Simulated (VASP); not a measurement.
Input:

```
CELL_PARAMETERS angstrom
      0.00000     1.98390     1.98390
      1.98390     0.00000     1.98390
      1.98390     1.98390     0.00000
ATOMIC_POSITIONS crystal
  Pd 0.00000 0.00000 0.00000
```

Computed with PBE GGA, VASP's PBE PAW potentials (set 64) (plane waves; VASP). Run with PREC = Low, 400 eV cut-off, 14×14×14 Γ-centred mesh, first-order Methfessel-Paxton smearing of 0.10 eV, potentials Pd.

What does the run give for the energy per atom (σ→0), pressure, band gap (on the k-mesh) with the smallest direct gap where there is one?

| Property | Value |
|---|---|
| band gap (on the k-mesh) | none (metal, semimetal or under 0.01 eV) |
| energy per atom (σ→0) | -5.204 eV/atom |
| pressure | -3.44 GPa |

The compound is Pd in the fcc structure. The cell was not relaxed at this level. The run is one of a series of settings (PREC = Low against the base run), some of them coarse on purpose.
